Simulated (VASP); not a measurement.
Crystal: Na2ZrS2.

```
CELL_PARAMETERS angstrom
-2.47618 2.47618 4.04035
2.47618 -2.47618 4.04035
2.47618 2.47618 -4.04035
ATOMIC_POSITIONS crystal
Na 0.35677 0.35677 0.00000
Na 0.64323 0.64323 0.00000
Zr 0.00000 0.00000 0.00000
S 0.75000 0.25000 0.50000
S 0.25000 0.75000 0.50000
```

The cell was built by a generator and needn't be a form met in nature.

```yaml
Program: VASP 6.6.1
Task: relaxation of cell and atoms
Functional: PBE
Dispersion: D3(BJ)
Potentials_or_basis: VASP PAW PBE potentials, release 64 (Na_pv, Zr_sv, S)
Cutoff: 600 eV
k_mesh: 6 × 6 × 6
Occupations: fermi-dirac, width 0.05 eV
Spin: no spin polarisation
```

At the start: pressure -3.9 GPa; volume 19.82 Å³/atom.

**Question.** Where does the relaxation end?

**Answer.** Over 7 steps the energy falls by 23.5 meV/atom and the volume is 18.31 Å³/atom (-7.6 %); space group I4/mmm (No. 139, to 0.05 Å).

The path:
| step | energy change (eV) | largest force (eV/Å) | pressure (GPa) | volume (Å³) |
| --- | --- | --- | --- | --- |
| 1 | 0.0000 | 0.0614 | -3.94 | 99.09 |
| 2 | -0.1078 | 0.2918 | -0.08 | 92.24 |
| 3 | -0.1078 | 0.2925 | -0.06 | 92.22 |
| 4 | -0.1146 | 0.1654 | -0.01 | 91.85 |
| 5 | -0.1174 | 0.0039 | 0.07 | 91.39 |
| 6 | -0.1175 | 0.0111 | 0.07 | 91.42 |
| 7 | -0.1175 | 0.0008 | -0.02 | 91.55 |

Final structure:
```
CELL_PARAMETERS angstrom
-2.39628 2.39628 3.98595
2.39628 -2.39628 3.98595
2.39628 2.39628 -3.98595
ATOMIC_POSITIONS crystal
Na 0.36104 0.36104 0.00000
Na 0.63896 0.63896 0.00000
Zr 0.00000 0.00000 0.00000
S 0.75000 0.25000 0.50000
S 0.25000 0.75000 0.50000
```

Caveat: pairwise dispersion overbinds metals, which lowers pressure and volume.
